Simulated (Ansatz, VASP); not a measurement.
# Mo (Mo(100), 5 layers): VASP beside Ansatz

Aim: how closely do two programs agree when they are given the same cell, functional and k mesh? Of the first pair: The structure shown is the start of the Ansatz relaxation below; VASP solves that cell, so the two are compared at the walk's first step.

Main program and level: Ansatz 0.2.0; plane waves, with VASP 6.6.1 beside it; single point at PBE.

**1. The structure**

The cell holds 5 atoms: 5 Mo. Its edges and angles: a = 3.150 Å, b = 3.150 Å, c = 22.300 Å, α = 90.0°, β = 90.0°, γ = 90.0°. Vacuum lies along c.

**2. Ansatz: relaxation, PBE**

Ansatz runs on its default PAW (the set named soft_2) files.

The two programs are compared at the cell with which this relaxation starts, whose forces are those of its first step.

input.yaml reads:

```yaml
crystal:
  lattice:
    - [3.15, 0.0, 0.0]
    - [0.0, 3.15, 0.0]
    - [0.0, 0.0, 22.3]
  atoms:
    - { symbol: Mo, position: [0.0, 0.0, 0.3587443946] }
    - { symbol: Mo, position: [0.5, 0.5, 0.4293721973] }
    - { symbol: Mo, position: [0.0, 0.0, 0.5] }
    - { symbol: Mo, position: [0.5, 0.5, 0.5706278027] }
    - { symbol: Mo, position: [0.0, 0.0, 0.6412556054] }
kpoints:
  mp_grid: { grid: [8, 8, 1] }
hamiltonian:
  xc: pbe
scf:
  occupations: { method: fermi_dirac, width: 0.1 }
  convergence: { dr2_threshold: 1.0e-08 }
efield:
  axis: 3
  dipole_correction: true
  ramp_position: 0.97
  ramp_width: 0.04
relax:
  f_tol: 0.01
  constraints: [{ sites: [0, 1, 2] }]
output:
  write_potential: true
  write_density: true
  volumetric_format: npy
```

Launch:

```console
ansatz run input.yaml --threads 4 --pin off --max-ram 8192MiB --backend cpu --events-out ev --progress --plain --runs-dir out
```

Numbers of over 12 decimals in the logs are rounded to 6 here.

The program printed:

```text
Engine: ansatz 0.2.0, aarch64-unknown-linux-gnu
Pseudopotentials: kind: paw
Pseudopotential: Mo, paw, valence charge 14, recommended cutoff 420 eV (normal), Mo.paw.azcp
Functional definition: PBE
  parameter kappa = 0.804
  parameter beta = 0.066725
  exchange = pbe_x(kappa = kappa, mu = beta*pi^2/3)
  correlation = pbe_c(beta = beta)
Crystal: 5 atoms, lattice volume = 221.272 Å³
Basis set: ecut = 420 eV, 4363 PW (Γ), exchange–correlation on 48×48×300 points (8 copies of the dense FFT grid, shifted against one another)
Bands: 42, of which v1, the nominal top of the filled ones, is band 35 counted from 1 (34 counted from 0)
Symmetry: 8 space group operations
k-points: 15 of 64
Non-local potential: Mo, projectors of the file, l = 0: 3, l = 1: 2, l = 2: 2, l = 3: 1
PAW form: soft (Blöchl's): semilocal exchange-correlation on the pseudo side does not see the compensation charge
PAW one-centre angular grid: Mo, 590 points (default); XC on 64 Gauss nodes
Initial density: superposition of atomic densities (neutral atoms: chi_scale 0, normalization atom), corrected by the library's trained network
Initial wavefunctions: pseudopotential atomic-orbital guess
Functional: x = pbe(κ = 0.804, μ = 0.219515), c = pbe(β = 0.066725)
SCF iter   1: F=—  HF=-24775.913575 eV  |F-HF|=—  |Δ(HF+E_count)|=         —  Δρ=8.44e-3  dr2=6.15e-1  ethr=1.77e-3  p=-0.000 e·Å  D=-3.53e-4 V/Å  ΔV_dip=0.01 eV  dr2_dipole=1.65e-4  V_vac-E_F(+/−)=4.03/4.02 eV  ⟨swp⟩=8.5  Hψ=2959  notcnv=0
efield: sawtooth ramp at fractional position 0.9700 (set: `efield.ramp_position`, or a place that a band, a saddle search or an elastic batch's reference lends), width 0.0400; the density the first Hamiltonian is built on has a dipole p = -0.000 e·Å; the dipole correction subtracts the counter field D = -3.53e-4 V/Å, which shifts the + side's vacuum level by +0.01 eV against the − side's; the planar-averaged density in the ramp window peaks in size at 1.3e-5 e/Å³
preconditioner: auto → LDOS  [metal: Δε(μ)=0.031 eV  Ē_g=3.492 eV  σ=0.100 eV  W_gap=0.08  n_scr=42 (ndim 8)  ℏωp=13.7 eV  f_vac=0.553  D(μ)=7.17/eV (n_scr^D=52)  β→1.0]
SCF iter   2: F=—  HF=-24775.883892 eV  |F-HF|=—  |Δ(HF+E_count)|=   2.97e-2  Δρ=4.44e-3  dr2=7.96e-2  ethr=8.79e-4  p=-0.000 e·Å  D=-6.45e-5 V/Å  ΔV_dip=0.00 eV  dr2_dipole=5.30e-6  V_vac-E_F(+/−)=3.96/3.96 eV  ⟨swp⟩=2.1  Hψ=848  notcnv=0
SCF iter   3: F=—  HF=-24775.877788 eV  |F-HF|=—  |Δ(HF+E_count)|=   6.10e-3  Δρ=1.45e-3  dr2=9.02e-3  ethr=1.14e-4  p=-0.000 e·Å  D=-4.75e-5 V/Å  ΔV_dip=0.00 eV  dr2_dipole=3.34e-6  V_vac-E_F(+/−)=3.96/3.96 eV  ⟨swp⟩=2.0  Hψ=911  notcnv=0
SCF iter   4: F=—  HF=-24775.877245 eV  |F-HF|=—  |Δ(HF+E_count)|=   5.42e-4  Δρ=3.22e-4  dr2=6.91e-4  ethr=1.29e-5  p=-0.000 e·Å  D=-2.11e-5 V/Å  ΔV_dip=0.00 eV  dr2_dipole=3.34e-7  V_vac-E_F(+/−)=3.96/3.96 eV  ⟨swp⟩=2.2  Hψ=833  notcnv=0
SCF iter   5: F=—  HF=-24775.877257 eV  |F-HF|=—  |Δ(HF+E_count)|=   1.16e-5  Δρ=8.02e-5  dr2=2.34e-5  ethr=9.87e-7  p=-0.000 e·Å  D=-7.28e-6 V/Å  ΔV_dip=0.00 eV  dr2_dipole=1.35e-9  V_vac-E_F(+/−)=3.96/3.96 eV  ⟨swp⟩=2.2  Hψ=838  notcnv=0
SCF iter   6: F=—  HF=-24775.877271 eV  |F-HF|=—  |Δ(HF+E_count)|=   1.35e-5  Δρ=3.07e-5  dr2=2.92e-6  ethr=3.35e-8  p=-0.000 e·Å  D=-2.40e-6 V/Å  ΔV_dip=0.00 eV  dr2_dipole=2.51e-10  V_vac-E_F(+/−)=3.96/3.96 eV  ⟨swp⟩=2.9  Hψ=1098  notcnv=0
SCF iter   7: F=—  HF=-24775.877350 eV  |F-HF|=—  |Δ(HF+E_count)|=   7.91e-5  Δρ=9.79e-6  dr2=9.16e-7  ethr=4.17e-9  p=-0.000 e·Å  D=-9.28e-10 V/Å  ΔV_dip=0.00 eV  dr2_dipole=3.23e-10  V_vac-E_F(+/−)=3.96/3.96 eV  ⟨swp⟩=2.3  Hψ=1031  notcnv=0
SCF iter   8: F=—  HF=-24775.877350 eV  |F-HF|=—  |Δ(HF+E_count)|=   2.17e-7  Δρ=3.80e-6  dr2=8.08e-8  ethr=1.31e-9  p=0.000 e·Å  D=1.21e-6 V/Å  ΔV_dip=-0.00 eV  dr2_dipole=1.04e-11  V_vac-E_F(+/−)=3.96/3.96 eV  ⟨swp⟩=2.3  Hψ=868  notcnv=0
SCF iter   9: F=—  HF=-24775.877350 eV  |F-HF|=—  |Δ(HF+E_count)|=   5.53e-8  Δρ=1.47e-6  dr2=1.21e-8  ethr=1.43e-11  p=0.000 e·Å  D=1.57e-6 V/Å  ΔV_dip=-0.00 eV  dr2_dipole=1.53e-11  V_vac-E_F(+/−)=3.96/3.96 eV  ⟨swp⟩=10.8  Hψ=4738  notcnv=0
SCF iter  10: F=-24775.877350 eV  HF=-24775.877350 eV  |F-HF|=1.24e-9  |Δ(HF+E_count)|=   2.73e-9  Δρ=6.44e-7  dr2=2.27e-9  ethr=1.43e-11  p=0.000 e·Å  D=1.68e-6 V/Å  ΔV_dip=-0.00 eV  dr2_dipole=7.74e-12  V_vac-E_F(+/−)=3.96/3.96 eV  ⟨swp⟩=9.7  Hψ=4218  notcnv=0
SCF 1 converged in 10 iterations: F = -24775.877350 eV  dr2 = 2.27e-9
  greatest PAW one-centre occupation: 0.998 electrons in one spin orbital (limit 2), on the Mo atom at site 0 (counted from 0), in its partial waves of l = 0
relax step   1: F+E_penalty+E_count = -24775.87734990 eV  Δ(F+E_penalty+E_count) = +0.000e0 eV  max|allowed force component| = 1.304e0 eV/Å  Δτ_max = 0.0000 Å  (10 SCF iters, accepted)
[...]
relax step   3: F+E_penalty+E_count = -24776.01012916 eV  Δ(F+E_penalty+E_count) = -4.607e-2 eV  max|allowed force component| = 3.308e-2 eV/Å  Δτ_max = 0.0746 Å  (9 SCF iters, accepted)
[...]
relax step   4: F+E_penalty+E_count = -24776.01017881 eV  Δ(F+E_penalty+E_count) = -4.964e-5 eV  max|allowed force component| = 2.500e-3 eV/Å  Δτ_max = 0.0032 Å  (7 SCF iters, accepted)
NSCF: frozen V_eff on 15 k-points
the band table was solved once a step of the walk had ended and its energy, with any forces and stress, was formed, with the checks that follow a solve (2858 applications of the Hamiltonian). They found nothing against the state; the energy, forces and stress were not computed again (output.eigenvalues in the input reference)
WARN: The output density's exchange-correlation potential varies sharply where the density is thin. Do not read a vacuum level from v_tot or v_xc, or from such a field of the output density. On a cell that repeats whose density bears no net charge and no dipole along the vacuum's axis use v_es (v_loc + v_h of the components); under efield.dipole_correction with no amplitude use v_es + v_field, which holds any externa [...]
SCF converged after 7 iterations
Free energy (F): -24776.010179 eV
Harris-Foulkes:  -24776.010179 eV  (|F-HF|=2.11e-10)
Internal energy: -24775.803696 eV  (E = F + TS)
E sigma→0 (E₀):  -24775.906938 eV
Entropy (-TS):   -0.206482 eV (-41.296 meV/atom)
Fermi energy:    4.967785 eV
Dipole field:    D = 0.003068 V/Å  (p = 0.003752 e·Å, saw-weighted, corrected)
Work function:   Φ+ = 3.9014 eV   Φ− = 3.9698 eV
Levels:          The Fermi level and band energies are counted from a zero that moves with the ramp; work functions are not
--- Per-component energies (eV) ---
  E_band       = -1384.172071
  E_kinetic    = 2197.622982
  E_local      = -74835.678548  (includes V_loc(G=0)·N_el)
  E_nonlocal   = 718.234729
  E_hartree    = 36197.020391
  E_xc         = -911.778915
  E_vxc        = -1137.302026  (∫ρ·V_xc dr)
  E_paw        = -16007.232000  (= ΣΔE_a)
  E_vpaw       = -721.046872  (= ΣTr[D̂ρ^β])
  E_aug_tail   = 0.000215  (compensation charges beyond the density's cutoff)
  E_efield     = 0.000006  (sawtooth field / dipole correction)
  E_vefield    = -0.045136  (∫n·V_field dr)
  E_ewald      = 27866.007445
  E_smearing   = -0.206482  (= −TS)
  E_closure    = 0.000000  (closes the sum)
  Σ components = -24776.010179   (vs F -24776.010179, Δ=0.00e0)
--- Forces (eV/Å), atoms counted from 1 ---
  atom   1  Mo     0.00000000     0.00000000     1.14209791
  atom   2  Mo     0.00000000     0.00000000    -0.88694326
  atom   3  Mo     0.00000000     0.00000000    -0.25803205
  atom   4  Mo    -0.00000000     0.00000000     0.00249994
  atom   5  Mo    -0.00000000     0.00000000     0.00037738
  max |Σ_I F_I| component: 8.53e-8 eV/Å
--- Band table (eV; the first three rows and the last of 15) ---
  k-point 0: bands = [... 31 lower, 4.1827, 4.1827, 4.7183, 4.7938, 4.8930, 4.9050, 4.9050, 4.9295, ... 3 higher]
  k-point 1: bands = [... 31 lower, 4.1603, 4.3034, 4.3618, 4.4021, 4.9924, 5.1602, 5.4811, 5.5975, ... 3 higher]
  k-point 2: bands = [... 31 lower, 3.6808, 3.9966, 4.0455, 4.2828, 5.4104, 5.6150, 5.6868, 5.7443, ... 3 higher]
  k-point 14: bands = [... 31 lower, 4.3362, 4.3362, 6.3965, 6.5029, 6.7880, 6.7880, 6.9688, 7.0961, ... 3 higher]
--- Relaxed structure (4 steps of the walk, 4 accepted, 0 SCFs on fresh bases) ---
  F+E_penalty+E_count = -24776.01017881 eV   max|allowed force component| = 2.500e-3 eV/Å
  atoms:
    - { symbol: Mo, position: [0.0, 0.0, 0.3587443946] }
    - { symbol: Mo, position: [0.5, 0.5, 0.4293721973] }
    - { symbol: Mo, position: [0.0, 0.0, 0.5] }
    - { symbol: Mo, position: [0.5, 0.5, 0.573290] }
    - { symbol: Mo, position: [0, 0.0, 0.635727] }
```

**3. VASP: single point, PBE, start cell, pair 1**

The same cell, functional, mesh and smearing now go to VASP, with its own data sets.

Lines of VASP's logs that name or quote its potential files are left out, and so is its time.

INCAR reads:

```
SYSTEM = Mo
PREC = Accurate
ENCUT = 400
EDIFF = 1E-06
NELM = 120
ISMEAR = -1
SIGMA = 0.1
LREAL = .FALSE.
ALGO = Normal
GGA = PE
NBANDS = 43
LASPH = .TRUE.
LORBIT = 11
LWAVE = .FALSE.
LCHARG = .FALSE.
ISIF = 2
LDIPOL = .TRUE.
IDIPOL = 3
DIPOL = 0.5 0.5 0.5
LVHAR = .TRUE.
GGA_COMPAT = .FALSE.
NELMDL = -8
KPAR = 2
```

POSCAR reads:

```
Mo
1.0
    3.1500000000      0.0000000000      0.0000000000
    0.0000000000      3.1500000000      0.0000000000
    0.0000000000      0.0000000000     22.3000000000
Mo
5
Direct
    0.0000000000      0.0000000000      0.3587443946
    0.5000000000      0.5000000000      0.4293721973
    0.0000000000      0.0000000000      0.5000000000
    0.5000000000      0.5000000000      0.5706278027
    0.0000000000      0.0000000000      0.6412556054
```

KPOINTS reads:

```
Automatic mesh
0
Gamma
8 8 1
0 0 0
```

PAW data sets: Mo_sv (PBE family, release 64).

Launch:

```console
mpirun -np 2 vasp_std
```

The program printed:

```text
[banner, memory and clock lines left out]
running    2 mpi-ranks, on    1 nodes
 distrk:  each k-point on    1 cores,    2 groups
 distr:  one band on    1 cores,    1 groups

 POSCAR found type information on POSCAR Mo
 POSCAR found :  1 types and       5 ions
 LDA part: xc-table for (Slater+PW92), standard interpolation
 POSCAR, INCAR and KPOINTS ok, starting setup
 FFT: planning ... GRIDC
 FFT: planning ... GRID_SOFT
 FFT: planning ... GRID
 WAVECAR not read
 entering main loop
       N       E                     dE             d eps       ncg     rms          rms(c)
DAV:   1     0.580948798793E+03    0.58095E+03   -0.41517E+04  1810   0.121E+03
DAV:   2    -0.338121631623E+02   -0.61476E+03   -0.60172E+03  1483   0.398E+02
DAV:   3    -0.548447068586E+02   -0.21033E+02   -0.20339E+02  1726   0.605E+01
DAV:   4    -0.555968837995E+02   -0.75218E+00   -0.73603E+00  1708   0.866E+00
DAV:   5    -0.556287523276E+02   -0.31869E-01   -0.31647E-01  1785   0.146E+00
DAV:   6    -0.556298473173E+02   -0.10950E-02   -0.10905E-02  1756   0.231E-01
DAV:   7    -0.556298999513E+02   -0.52634E-04   -0.52464E-04  1676   0.442E-02
DAV:   8    -0.556299032481E+02   -0.32968E-05   -0.32805E-05  1380   0.804E-03    0.276E+01
DAV:   9    -0.577115792506E+02   -0.20817E+01   -0.68268E+01  1660   0.317E+01    0.204E+01
DAV:  10    -0.595759147181E+02   -0.18643E+01   -0.14032E+02  1738   0.389E+01    0.204E+01
DAV:  11    -0.511843471894E+02    0.83916E+01   -0.79656E+01  1688   0.236E+01    0.651E+00
DAV:  12    -0.505727542981E+02    0.61159E+00   -0.32408E+00  1648   0.801E+00    0.350E+00
DAV:  13    -0.505573446986E+02    0.15410E-01   -0.15221E-01  1721   0.165E+00    0.326E+00
DAV:  14    -0.505042092994E+02    0.53135E-01   -0.65807E-02  1616   0.163E+00    0.191E+00
[...]
DAV:  22    -0.504769860338E+02   -0.27615E-04   -0.13169E-05  1353   0.201E-02    0.100E-02
DAV:  23    -0.504770044545E+02   -0.18421E-04   -0.11824E-05  1277   0.207E-02    0.557E-03
DAV:  24    -0.504770093221E+02   -0.48676E-05   -0.12744E-06   952   0.538E-03    0.257E-03
DAV:  25    -0.504770154830E+02   -0.61609E-05   -0.13818E-06  1022   0.523E-03    0.248E-03
DAV:  26    -0.504770229638E+02   -0.74808E-05   -0.16129E-06  1016   0.717E-03    0.186E-03
DAV:  27    -0.504770270385E+02   -0.40747E-05   -0.21127E-07   823   0.291E-03    0.799E-04
DAV:  28    -0.504770302023E+02   -0.31639E-05   -0.21879E-07   823   0.231E-03    0.500E-04
DAV:  29    -0.504770306888E+02   -0.48649E-06   -0.44496E-08   744   0.111E-03
   1 F= -.50477031E+02 E0= -.50364245E+02  d E =-.225572E+00
```

From OUTCAR (step 3):

```text
ion  position               nearest neighbor table
   1  0.000  0.000  0.359-   2 2.73   2 2.73   2 2.73   2 2.73   3 3.15
   2  0.500  0.500  0.429-   1 2.73   1 2.73   1 2.73   1 2.73   3 2.73   3 2.73   3 2.73   3 2.73
                             4 3.15
   3  0.000  0.000  0.500-   2 2.73   4 2.73   2 2.73   4 2.73   2 2.73   4 2.73   2 2.73   4 2.73
                             1 3.15   5 3.15
   4  0.500  0.500  0.571-   5 2.73   5 2.73   5 2.73   5 2.73   3 2.73   3 2.73   3 2.73   3 2.73
                             2 3.15
   5  0.000  0.000  0.641-   4 2.73   4 2.73   4 2.73   4 2.73   3 3.15

  LATTYP: Found a simple tetragonal cell.
 ALAT       =     3.1500000000
 C/A-ratio  =     7.0793650794

 Subroutine GETGRP returns: Found 16 space group operations
 (whereof 16 operations were pure point group operations)

The static configuration has the point symmetry D_4h.

 Found     15 irreducible k-points:

   k-points           NKPTS =     15   k-points in BZ     NKDIM =     15   number of bands    NBANDS=     43

   dimension x,y,z NGX =    24 NGY =   24 NGZ =  150
   dimension x,y,z NGXF=    48 NGYF=   48 NGZF=  300

   ENCUT  =  400.0 eV  29.40 Ry    5.42 a.u.   5.14  5.14 36.37*2*pi/ulx,y,z

   NELECT =      70.0000    total number of electrons

 k-points in reciprocal lattice and weights: Automatic mesh
   0.00000000  0.00000000  0.00000000       0.016
   0.12500000  0.00000000  0.00000000       0.062
   0.25000000  0.00000000  0.00000000       0.062
   0.37500000  0.00000000  0.00000000       0.062
   0.50000000  0.00000000  0.00000000       0.031
   0.12500000  0.12500000  0.00000000       0.062
   0.25000000  0.12500000  0.00000000       0.125
   0.37500000  0.12500000  0.00000000       0.125
   0.50000000  0.12500000  0.00000000       0.062
[...]
0.50000000  0.37500000  0.00000000       0.062
   0.50000000  0.50000000  0.00000000       0.016

 dipolmoment           0.000000      0.000000     -0.000000 electrons x Angstroem

 average (electrostatic) potential at core
       1 -79.6091       2 -79.7133       3 -79.8982       4 -79.7133       5 -79.6091

 E-fermi :   1.9459

 k-point     1 :       0.0000    0.0000    0.0000
  band No.  band energies     occupation
    ...
     35       1.8724      1.35193
     36       1.8882      1.28092
     37       1.9359      1.04990
     38       1.9359      1.04990
     39       2.0067      0.70495
     40       3.0561      0.00003
     41       3.2578      0.00000
     42       3.3692      0.00000
     43       3.3692      0.00000

 k-point     2 :       0.1250    0.0000    0.0000
  band No.  band energies     occupation
    ...
     33       1.3009      1.99685
     34       1.3701      1.99371
     35       1.3808      1.99300
     36       1.9757      0.85242
     37       1.9906      0.78026
     38       2.5833      0.00341
     39       2.6439      0.00186
     40       2.6904      0.00117
     41       2.9738      0.00007
     42       3.3405      0.00000
    ...

 k-point     3 :       0.2500    0.0000    0.0000
  band No.  band energies     occupation
    ...
     31       0.6756      1.99999
     32       0.9326      1.99992
     33       1.0318      1.99979
     34       1.1287      1.99944
     35       1.1526      1.99928
     36       2.4185      0.01757
     37       2.5599      0.00430
     38       2.6111      0.00258
     39       2.7198      0.00087
     40       2.8859      0.00017
    ...

  Total       -6.8329611     -6.8329611     -4.5031903      0.0000000      0.0000000      0.0000000
  in kB      -49.4758837    -49.4758837    -32.6065548      0.0000000      0.0000000      0.0000000
  external PRESSURE =     -43.8527740 kB  Pullay stress =       0.0000000 kB

  energy-cutoff  :      400.00
  volume of cell :      221.27
      direct lattice vectors                 reciprocal lattice vectors
     3.150000000  0.000000000  0.000000000     0.317460317  0.000000000  0.000000000
     0.000000000  3.150000000  0.000000000     0.000000000  0.317460317  0.000000000
     0.000000000  0.000000000 22.300000000     0.000000000  0.000000000  0.044843049

 POSITION                                       TOTAL-FORCE (eV/Angst)
 -----------------------------------------------------------------------------------
      0.00000      0.00000      8.00000         0.000000      0.000000      1.275061
      1.57500      1.57500      9.57500         0.000000      0.000000     -1.283123
      0.00000      0.00000     11.15000         0.000000      0.000000      0.000000
      1.57500      1.57500     12.72500         0.000000      0.000000      1.283123
      0.00000      0.00000     14.30000         0.000000      0.000000     -1.275061
 -----------------------------------------------------------------------------------
    total drift:                                0.000000     -0.000000     -0.000000

  FREE ENERGIE OF THE ION-ELECTRON SYSTEM (eV)
  ---------------------------------------------------
  free  energy   TOTEN  =       -50.4770306888 eV

  energy  without entropy=      -50.2514589336  energy(sigma->0) =      -50.36424481

 vacuum level on the upper side and lower side of the slab         5.908         5.908

 total charge
# of ion       s       p       d       tot
------------------------------------------
    1        2.342   6.074   3.887  12.303
    2        2.382   6.196   3.905  12.482
    3        2.377   6.203   3.903  12.483
    4        2.382   6.196   3.905  12.482
    5        2.342   6.074   3.887  12.303
--------------------------------------------------
tot         11.823  30.742  19.488  62.053

[... 3 further parts left out ...]
```

**4. Differences**

Known differences besides the potentials themselves: the cutoff is 420 eV in Ansatz and 400 eV in VASP. Total energies have different zeros and are not compared.

Forces (eV/Å; atoms numbered as in POSCAR):

| atom | Ansatz x, y, z | VASP x, y, z |
| --- | --- | --- |
| Mo1 | 0.000, 0.000, 1.304 | 0.000, 0.000, 1.275 |
| Mo2 | 0.000, 0.000, -1.275 | 0.000, 0.000, -1.283 |
| Mo3 | 0.000, 0.000, 0.000 | 0.000, 0.000, 0.000 |
| Mo4 | 0.000, 0.000, 1.275 | 0.000, 0.000, 1.283 |
| Mo5 | 0.000, 0.000, -1.304 | 0.000, 0.000, -1.275 |

The forces differ by 11 meV/Å r.m.s., which is 1.7 % of the r.m.s. force of 0.661 eV/Å (both taken over all components). With vacuum in the cell, a pressure given here is an average over mostly empty space and none of the material.

[end of part 1 of 2]

[Lines on the potential files, build, host, timing and source positions are cut from VASP's logs without a mark.]

[Logs are printed without paths, hosts, clocks, repeated set-up lines and the standing remarks that a program may print on its own settings, such as how far it seeks lower states.]

[Hosts, paths, dates, database ids (printed as entryN), source tags and the programs' standing remarks are cut or masked in the printed files.]
